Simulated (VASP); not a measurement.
Consider the following.

```
CELL_PARAMETERS angstrom
      0.00000     3.24668     3.24668
      3.24668     0.00000     3.24668
      3.24668     3.24668     0.00000
ATOMIC_POSITIONS crystal
  Sn 0.00000 0.00000 0.00000
  Te 0.50000 0.50000 0.50000
```

Method: rev-vdW-DF2, VASP's PBE PAW potentials (set 64) (plane waves; VASP 6.6.1). Numerical set-up: 520 eV cut-off, 7×7×7 Γ-centred mesh, Gaussian smearing of 0.050 eV, potentials Sn_d Te.

Q: The job: SnTe (rock salt), 2 atoms, rev-vdW-DF2, static run, 520 eV, 7×7×7 Γ-centred mesh. Roughly how much core time does it take on a busy server core?

A: About 60 core-seconds (one run on a shared machine, a rough figure). It had 20 irreducible k-points, 14 bands, up to 1868 plane waves and 14 electronic steps.

The compound is SnTe in the rock salt structure, which distorts at low temperature. This cell is one point of a volume scan, at 1.06 of the reference volume.
